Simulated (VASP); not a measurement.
```yaml
crystal:
  lattice:
    - [0.00000, 1.83947, 1.83947]
    - [1.83947, 0.00000, 1.83947]
    - [1.83947, 1.83947, 0.00000]
  atoms:
    - { symbol: B, position: [0.00000, 0.00000, 0.00000] }
    - { symbol: N, position: [0.75000, 0.75000, 0.75000] }
```

Computed with PBE GGA, VASP's PBE PAW potentials (set 64) (plane waves; VASP). Run with 400 eV cut-off, 10×10×10 Γ-centred mesh, Gaussian smearing of 0.010 eV, potentials B N.

At this cut-off the stress carries a Pulay error, which pulls relaxed volumes low.

Task: Predict the energy per atom (σ→0), pressure, band gap (on the k-mesh) with the smallest direct gap where there is one.

Result: 
```yaml
band gap (on the k-mesh): 4.38 eV
smallest direct gap (on the k-mesh): 8.56 eV
energy per atom (σ→0): -8.713 eV/atom
pressure: -21.05 GPa
```

The absolute energy has meaning only against runs of the same code, potentials and settings.

The structure comes from a computed database's BN entry; how it stands against other phases isn't given here. The cell was not relaxed at this level.
